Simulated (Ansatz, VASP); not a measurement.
**Ti (Titanium) in two plane-wave programs**

One calculation is typed for both programs; each brings its own data sets. How far apart do they land? The structure shown comes from an earlier run, which isn't shown and may have moved the atoms alone.

Method: plane waves, with VASP 6.6.1 beside it; PBEsol, in Ansatz 0.2.0.

### Step 1. Starting point

It takes space group P6_3/mmc (No. 194, hexagonal). The conventional cell has a = 2.862 Å, b = 2.862 Å, c = 4.545 Å, α = 90.00°, β = 90.00°, γ = 120.00°. Nearest to Ti lie 12 Ti at 2.81 to 2.86 Å.

### Step 2. Ansatz: elastic constants, PBEsol, pair 1

Ansatz runs on its default PAW (the set named soft_2) files.

Elastic constants are differences of stresses under small strains, so they test the stress and the mesh.

File input.yaml:

```yaml
crystal:
  lattice:
    - [2.8620455875, 0.0, 0.0]
    - [-1.4310227937, 2.4786041855, 0.0]
    - [0.0, 0.0, 4.5454333826]
  atoms:
    - { symbol: Ti, position: [0.3333333333, 0.6666666667, 0.25] }
    - { symbol: Ti, position: [0.6666666667, 0.3333333333, 0.75] }
kpoints:
  mp_grid: { grid: [15, 15, 8] }
hamiltonian:
  xc: pbesol
scf:
  occupations: { method: gaussian, width: 0.1 }
output:
  forces: true
  stress: true
  eigenvalues: true
elastic:
  mode: relaxed_ion
  stencil: two_point
```

Command:

```bash
$ ansatz run input.yaml --threads 4 --pin off --max-ram 8192MiB --backend cpu --events-out ev --progress --plain --runs-dir out
```

Numbers of over 12 decimals in the logs are rounded to 6 here.

The program printed:

```text
Engine: ansatz 0.2.0, aarch64-unknown-linux-gnu
Pseudopotentials: kind: paw
Pseudopotential: Ti, paw, valence charge 12, recommended cutoff 420 eV (normal), Ti.paw.azcp
Functional definition: PBEsol
  exchange = pbesol_x
  correlation = pbesol_c
Crystal: 2 atoms, lattice volume = 32.245 Å³
Basis set: ecut = 420 eV, 615 PW (Γ), exchange–correlation on 40×40×64 points (8 copies of the dense FFT grid, shifted against one another)
Bands: 16, of which v1, the nominal top of the filled ones, is band 12 counted from 1 (11 counted from 0)
Symmetry: 24 space group operations
Space group: P63/mmc (ITA 194), of the structure as read, at distance tolerance 3.2e-5 Å
k-points: 135 of 1800
Non-local potential: Ti, projectors of the file, l = 0: 3, l = 1: 2, l = 2: 3, l = 3: 1
PAW form: soft (Blöchl's): semilocal exchange-correlation on the pseudo side does not see the compensation charge
PAW frozen core: Ti, regenerated for the run's functional, and the local potential with it (the file was generated under x = pbe(κ = 0.804, μ = 0.219515), c = pbe(β = 0.066725))
PAW one-centre angular grid: Ti, 590 points (default); XC on 64 Gauss nodes
Initial density: superposition of atomic densities (neutral atoms: chi_scale 0, normalization atom), corrected by the library's trained network
Initial wavefunctions: pseudopotential atomic-orbital guess
Functional: x = pbesol(κ = 0.804, μ = 0.123457), c = pbesol(β = 0.046)
SCF iter   1: F=—  HF=-4947.787117 eV  |F-HF|=—  |Δ(HF+E_count)|=         —  Δρ=8.73e-3  dr2=1.83e-2  ethr=1.77e-3  ⟨swp⟩=3.6  Hψ=8645  notcnv=0
preconditioner: auto → none  [metal: Δε(μ)=0.007 eV  Ē_g=3.044 eV  σ=0.100 eV  W_gap=0.04  n_scr=8 (ndim 8)  ℏωp=18.5 eV  f_vac=0.000  D(μ)=1.86/eV (n_scr^D=22)  sad-step TF]
SCF iter   2: F=—  HF=-4947.781721 eV  |F-HF|=—  |Δ(HF+E_count)|=   5.40e-3  Δρ=4.02e-3  dr2=4.03e-3  ethr=7.62e-5  ⟨swp⟩=2.0  Hψ=3690  notcnv=0  defer=8
SCF iter   3: F=—  HF=-4947.780526 eV  |F-HF|=—  |Δ(HF+E_count)|=   1.20e-3  Δρ=3.53e-4  dr2=1.31e-5  ethr=1.68e-5  ⟨swp⟩=2.9  Hψ=3814  notcnv=0  defer=8
SCF iter   4: F=—  HF=-4947.780499 eV  |F-HF|=—  |Δ(HF+E_count)|=   2.68e-5  Δρ=3.93e-5  dr2=2.16e-7  ethr=5.44e-8  ⟨swp⟩=2.4  Hψ=3720  notcnv=0  defer=8
SCF iter   5: F=—  HF=-4947.780499 eV  |F-HF|=—  |Δ(HF+E_count)|=   1.33e-7  Δρ=1.13e-5  dr2=2.67e-8  ethr=9.01e-10  ⟨swp⟩=3.0  Hψ=3949  notcnv=0  defer=8
SCF iter   6: F=—  HF=-4947.780499 eV  |F-HF|=—  |Δ(HF+E_count)|=   1.18e-8  Δρ=8.93e-7  dr2=1.49e-10  ethr=1.11e-10  ⟨swp⟩=2.4  Hψ=3756  notcnv=0  defer=8
SCF iter   7: F=—  HF=-4947.780499 eV  |F-HF|=—  |Δ(HF+E_count)|=  3.18e-11  Δρ=1.10e-7  dr2=2.46e-12  ethr=6.20e-13 (applied; sched 1.00e-12)  ⟨swp⟩=3.0  Hψ=3916  notcnv=0  defer=8
SCF iter   8: F=-4947.780499 eV  HF=-4947.780499 eV  |F-HF|=9.09e-13  |Δ(HF+E_count)|=    0.00e0  Δρ=1.14e-8  dr2=2.62e-14  ethr=1.00e-12  ⟨swp⟩=4.2  Hψ=7111  notcnv=0
SCF 1 converged in 8 iterations: F = -4947.780499 eV  dr2 = 2.62e-14
  greatest PAW one-centre occupation: 0.999 electrons in one spin orbital (limit 2), on the Ti atom at site 1 (counted from 0), in its partial waves of l = 0
Crystal: 2 atoms, lattice volume = 32.180 Å³
Symmetry: 8 space group operations
k-points: 320 of 1800
Initial density: handed on by an earlier stage of this run
Initial wavefunctions: pseudopotential atomic-orbital guess (no wavefunctions were taken with the density)
iter 1 solved again at ethr=2.02e-5 eV; its pass at ethr=3.10e-3 eV (dr2=4.86e-3 eV) is discarded
SCF iter   1: F=—  HF=-4947.780262 eV  |F-HF|=—  |Δ(HF+E_count)|=         —  Δρ=4.96e-3  dr2=4.85e-3  ethr=2.02e-5  ⟨swp⟩=1.0  Hψ=27966  notcnv=0
preconditioner: auto → none  [metal: Δε(μ)=0.005 eV  Ē_g=3.031 eV  σ=0.100 eV  W_gap=0.03  n_scr=8 (ndim 8)  ℏωp=18.5 eV  f_vac=0.000  D(μ)=1.93/eV (n_scr^D=22)]
[...]
SCF 13 converged in 12 iterations: F = -4947.780482 eV  dr2 = 1.29e-20
[...]
SCF 14 converged in 9 iterations: F = -4947.780482 eV  dr2 = 8.01e-15
relax step   1: F+E_penalty+E_count = -4947.78048213 eV  Δ(F+E_penalty+E_count) = +0.000e0 eV  max|allowed force component| = 4.062e-7 eV/Å  Δτ_max = 0.0000 Å  (9 SCF iters, accepted)
[...]
SCF iter   7: F=—  HF=-4947.780482 eV  |F-HF|=—  |Δ(HF+E_count)|=  1.82e-12  Δρ=4.15e-8  dr2=2.17e-13  ethr=1.42e-15 (applied; sched 1.00e-12)  ⟨swp⟩=1.0  Hψ=7808  notcnv=0
iter 8 did not close the SCF: its close was put off for the readings that it lacked (scf_convergence_deferred on its scf_iter line)
SCF iter   8: F=-4947.780482 eV  HF=-4947.780482 eV  |F-HF|=0.00e0  |Δ(HF+E_count)|=  9.09e-13  Δρ=2.36e-8  dr2=6.99e-14  ethr=9.04e-16 (applied; sched 1.00e-12)  ⟨swp⟩=1.0  Hψ=7808  notcnv=0
iter 9 did not close the SCF: its close was put off for the readings that it lacked (scf_convergence_deferred on its scf_iter line)
SCF iter   9: F=-4947.780482 eV  HF=-4947.780482 eV  |F-HF|=1.82e-12  |Δ(HF+E_count)|=  2.73e-12  Δρ=8.89e-9  dr2=9.95e-15  ethr=4.17e-16 (applied; sched 1.00e-12)  ⟨swp⟩=1.0  Hψ=7808  notcnv=0
iter 10 did not close the SCF: its close was put off for the readings that it lacked (scf_convergence_deferred on its scf_iter line)
SCF iter  10: F=-4947.780482 eV  HF=-4947.780482 eV  |F-HF|=0.00e0  |Δ(HF+E_count)|=    0.00e0  Δρ=4.06e-11  dr2=2.09e-19  ethr=4.17e-16 (applied; sched 1.00e-12)  ⟨swp⟩=1.0  Hψ=7808  notcnv=0
iter 11 did not close the SCF: its close was put off for the readings that it lacked (scf_convergence_deferred on its scf_iter line)
SCF iter  11: F=-4947.780482 eV  HF=-4947.780482 eV  |F-HF|=9.09e-13  |Δ(HF+E_count)|=  1.82e-12  Δρ=2.29e-11  dr2=6.82e-20  ethr=4.17e-16 (applied; sched 1.00e-12)  ⟨swp⟩=1.0  Hψ=7808  notcnv=0
SCF iter  12: F=-4947.780482 eV  HF=-4947.780482 eV  |F-HF|=0.00e0  |Δ(HF+E_count)|=  9.09e-13  Δρ=1.01e-11  dr2=1.61e-20  ethr=1.00e-12  ⟨swp⟩=1.0  Hψ=17568  notcnv=0
SCF 15 converged in 12 iterations: F = -4947.780482 eV  dr2 = 1.61e-20
SCF converged after 8 iterations
Free energy (F): -4947.780499 eV
Harris-Foulkes:  -4947.780499 eV  (|F-HF|=9.09e-13)
Internal energy: -4947.770646 eV  (E = F + TS)
E sigma→0 (E₀):  -4947.775573 eV
Entropy (-TS):   -0.009853 eV (-4.927 meV/atom)
Fermi energy:    14.471525 eV
--- Per-component energies (eV) ---
  E_band       = -284.760953
  E_kinetic    = 548.225945
  E_local      = -1544.194981  (includes V_loc(G=0)·N_el)
  E_nonlocal   = 18.977665
  E_hartree    = 639.304918
  E_xc         = -194.573502
  E_vxc        = -244.575171  (∫ρ·V_xc dr)
  E_paw        = -2045.457468  (= ΣΔE_a)
  E_vpaw       = -341.804481  (= ΣTr[D̂ρ^β])
  E_aug_tail   = 0.000229  (compensation charges beyond the density's cutoff)
  E_ewald      = -2370.332220
  E_core_change = 0.278769  (= ΣΔE_core)
  E_smearing   = -0.009853  (= −TS)
  E_closure    = 0.000000  (closes the sum)
  Σ components = -4947.780499   (vs F -4947.780499, Δ=0.00e0)
--- Forces (eV/Å), atoms counted from 1 ---
  atom   1  Ti    -0.00000000     0.00000000    -0.00000000
  atom   2  Ti    -0.00000000    -0.00000000     0.00000000
  max |Σ_I F_I| component: 1.48e-16 eV/Å
--- Stress (GPa, compression-positive) ---
        4.835504       0.000000       0.000000
        0.000000       4.835504       0.000000
        0.000000       0.000000       4.320378
  P = ⅓ Tr σ = 4.6638 GPa (46.638 kbar)
--- Band table (eV; the first three rows and the last of 135) ---
  k-point 0: bands = [... 8 lower, 8.1177, 11.5844, 15.2817, 15.2817, 15.3963, 15.4263, 15.8379, 15.8379]
  k-point 1: bands = [... 8 lower, 8.2588, 11.5351, 15.1798, 15.2148, 15.2148, 15.3158, 15.7584, 15.7584]
  k-point 2: bands = [... 8 lower, 8.6678, 11.3157, 14.7131, 15.0957, 15.1200, 15.1200, 15.5665, 15.5665]
  k-point 134: bands = [... 8 lower, 13.1097, 13.1097, 13.2720, 13.2720, 14.2899, 14.2899, 16.2712, 16.2712]
--- Elastic constants: 3 strain directions × 2 members + reference (group order 24) ---
  dense FFT box of the reference and of every strained cell: 20×20×32
  strains applied: 11, 33, 23; error gains: componentwise 1.00 (the most a stress slope's error grows in a printed constant), spectral 1.41 (1 for all six strains in a standard setting)
  C = ∂σ_k/∂η_j (tension-positive GPa; Voigt order 11 22 33 23 13 12):
       199.542    104.788     99.238     -0.000      0.000     -0.000
       104.788    199.542     99.238     -0.000      0.000      0.000
        98.737     98.737    208.599     -0.000      0.000     -0.000
         0.000     -0.000      0.000     40.265     -0.000     -0.000
        -0.000      0.000      0.000      0.000     40.265      0.000
        -0.000      0.000     -0.000      0.000     -0.000     47.377
  reference stress σ⁰ (GPa):     -4.836     -4.836     -4.320     -0.000     -0.000     -0.000
  C* (energy form; C + prestress term) asymmetry max|C*_kj − C*_jk| = 1.409e-2 GPa — a small one proves nothing (zero by symmetry where the batch's group is 432, −43m or m−3m); a large one is finite-difference/SCF noise where every solve meets its electron count
  moduli (Voigt/Reuss/Hill, GPa): K = 134.80/134.79/134.80   G = 45.91/45.32/45.62   E = 122.98   ν = 0.348
  mechanically stable: yes (min eigenvalue of sym C = 40.27 GPa)
  strain η (Voigt 11):  stress-route row diagonal C_11 = 199.54 GPa, energy-path curvature d²(F+E_count+ΔE)/dδ²/Ω₀ = 199.56 GPa
         δ    σ_11 (GPa)             F (eV)   n_scf  n_hpsi   n_pw
    -2.000e-3      -5.2364       -4947.7784725      11   98395    651   relax 3 steps, max|allowed force component| 2.03e-6 eV/Å
     2.000e-3      -4.4382       -4947.7823650      12  103609    651   relax 3 steps, max|allowed force component| 2.01e-7 eV/Å
  strain η (Voigt 33):  stress-route row diagonal C_33 = 208.60 GPa, energy-path curvature d²(F+E_count+ΔE)/dδ²/Ω₀ = 208.67 GPa
         δ    σ_33 (GPa)             F (eV)   n_scf  n_hpsi   n_pw
    -2.000e-3      -4.7411       -4947.7786764       6   34579    651   relax 0 steps, max|allowed force component| 1.76e-16 eV/Å
     2.000e-3      -3.9067       -4947.7821550       5   30104    651   relax 0 steps, max|allowed force component| 3.24e-16 eV/Å
  strain η (Voigt 23):  stress-route row diagonal C_44 = 40.27 GPa, energy-path curvature d²(F+E_count+ΔE)/dδ²/Ω₀ = 42.60 GPa
         δ    σ_23 (GPa)             F (eV)   n_scf  n_hpsi   n_pw
    -2.000e-3      -0.0805       -4947.7804821      12  158843    651   relax 1 steps, max|allowed force component| 1.66e-7 eV/Å
     2.000e-3       0.0805       -4947.7804821      12  158365    651   relax 1 steps, max|allowed force component| 4.06e-7 eV/Å
```

(Part 1 of 2 ends here.)

[Lines on the potential files, build, host, timing and source positions are cut from VASP's logs without a mark.]

[Logs are printed without paths, hosts, clocks, repeated set-up lines and the standing remarks that a program may print on its own settings, such as how far it seeks lower states.]

[Hosts, paths, dates, database ids (printed as entryN), source tags and the programs' standing remarks are cut or masked in the printed files.]
